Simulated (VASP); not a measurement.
Data:

```
Ni
1.0
    0.00000     1.72842     1.72842
    1.72842     0.00000     1.72842
    1.72842     1.72842     0.00000
Ni
1
Cartesian
  0.00000   0.00000   0.00000
```
Starting moments (μB, in the order of the record's atoms Ni): 0.6.

Method: revTPSS meta-GGA, VASP's PBE PAW potentials (set 64) (plane waves; VASP). Run with 520 eV cut-off, 20×20×20 Γ-centred mesh, tetrahedra with Blöchl corrections, potentials Ni.

Task: Give the spin-up energies of bands 1 to 6 at the high-symmetry points, in eV from the Fermi level.

Result: 
```tsv
band	Γ	X	U	L	W
1	-9.51	-5.09	-4.36	-5.25	-4.14
2	-2.68	-4.60	-4.08	-2.65	-3.38
3	-2.68	-0.60	-2.34	-2.65	-3.38
4	-2.68	-0.55	-1.21	-0.68	-1.45
5	-1.38	-0.55	-0.82	-0.68	-0.55
6	-1.38	2.38	5.85	-0.54	7.94
```

Task: Give the spin-down energies of bands 1 to 6 at the high-symmetry points, in eV from the Fermi level.

Result: 
```csv
band,Γ,X,U,L,W
1,-9.51,-4.78,-3.96,-4.74,-3.79
2,-1.80,-3.89,-3.45,-2.02,-2.67
3,-1.80,-0.04,-1.62,-2.02,-2.67
4,-1.80,0.46,-0.67,-0.57,-0.94
5,-0.83,0.46,0.17,0.15,0.46
6,-0.83,2.37,6.13,0.15,8.18
```

It has no gap at this level: it comes out as a metal or semimetal.

The compound is Ni in the fcc structure. It was relaxed first, which changed the volume by -5 %.
